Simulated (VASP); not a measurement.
Fe (bcc) is relaxed at rising pressure, each step from the one before. Symmetry mostly holds the structure type, and other phases were not tried. The mesh follows the cell, and a change of mesh leaves a small step in the series.

Here is the system:

```cif
data_Fe
_chemical_formula_sum 'Fe1'
_space_group_name_H-M_alt 'P 1'
_space_group_IT_number 1
_cell_length_a 2.45045
_cell_length_b 2.45045
_cell_length_c 2.45045
_cell_angle_alpha 109.471
_cell_angle_beta 109.471
_cell_angle_gamma 109.471
loop_
_space_group_symop_operation_xyz
  'x, y, z'
loop_
_atom_site_label
_atom_site_type_symbol
_atom_site_fract_x
_atom_site_fract_y
_atom_site_fract_z
_atom_site_occupancy
Fe1 Fe 0.00000 0.00000 0.00000 1
```
Starting moments (μB, in the order of the record's atoms Fe): 2.2.

All values below come from PBE GGA, VASP's PBE PAW potentials (set 64) (plane waves; VASP). Numerical set-up: 500 eV cut-off, 18×18×18 Γ-centred mesh, first-order Methfessel-Paxton smearing of 0.10 eV, potentials Fe.

```json
[
 {"P (GPa)": "0", "V (Å³/atom)": "11.33", "H − H(0) (eV/atom)": "0.000", "space group": "Im-3m", "gap on the mesh (eV)": "0.00", "k-mesh": "18×18×18"},
 {"P (GPa)": "5", "V (Å³/atom)": "11.08", "H − H(0) (eV/atom)": "0.350", "space group": "Im-3m", "gap on the mesh (eV)": "0.00", "k-mesh": "18×18×18"},
 {"P (GPa)": "10", "V (Å³/atom)": "10.84", "H − H(0) (eV/atom)": "0.691", "space group": "Im-3m", "gap on the mesh (eV)": "0.00", "k-mesh": "18×18×18"},
 {"P (GPa)": "20", "V (Å³/atom)": "…", "H − H(0) (eV/atom)": "…", "space group": "Im-3m", "gap on the mesh (eV)": "0.00", "k-mesh": "18×18×18"},
 {"P (GPa)": "30", "V (Å³/atom)": "10.07", "H − H(0) (eV/atom)": "1.996", "space group": "Im-3m", "gap on the mesh (eV)": "0.00", "k-mesh": "19×19×19"},
 {"P (GPa)": "45", "V (Å³/atom)": "…", "H − H(0) (eV/atom)": "…", "space group": "Im-3m", "gap on the mesh (eV)": "0.00", "k-mesh": "19×19×19"}
]
```

Problem. Complete the blanks.

Solution. 
- 45, V (Å³/atom): 9.66
- 45, H − H(0) (eV/atom): 2.918
- 20, V (Å³/atom): 10.43
- 20, H − H(0) (eV/atom): 1.354

Pressures at which the relaxation failed are left out.

The compound is Fe in the bcc structure. The spin order is the one that the start imposed; others were not tried in this run.
